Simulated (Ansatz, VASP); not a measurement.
Two plane-wave programs on Sc2InN3

```
Sc In N
1.0
     2.94597    1.70085    3.08059
    -2.94597    1.70085    3.08059
     0.00000   -3.40171    3.08059
Sc In N
2 1 3
Direct
  0.70755 0.70755 0.70755
  0.29245 0.29245 0.29245
  0.00000 0.00000 0.00000
  0.00000 0.50000 0.00000
  0.50000 0.00000 0.00000
  0.00000 0.00000 0.50000
```

Change from the starting cell: species swapped into the Er2AlCo3 type (R-3m, No. 166).

Alike in both runs: functional PBE; k mesh 6 × 6 × 6; occupations gaussian, width 0.1 eV; no spin polarisation.

Ansatz relaxed the structure, and its values are those at the end. VASP's run is a single point on that final structure, the one shown.

|  | VASP | Ansatz |
| --- | --- | --- |
| version | VASP 6.6.1 | Ansatz 0.2.0 |
| potentials or method | VASP PAW PBE potentials, release 64 (Sc_sv, In_d, N) | scalar-relativistic, plane waves, PAW |
| plane-wave cutoff (eV) | 520 | 420 |
| valence electrons in the cell | 50 | 50 |

```tsv
	VASP	Ansatz	Ansatz less VASP
gap on the k mesh at the Fermi level (eV)	none	none	-
pressure (GPa)	0.7	0.2	-0.49
rms of the force components (eV/Å)	0.040	0.003	-0.0375
```

A gap of «none» marks a metal or a gap that the smearing closes.
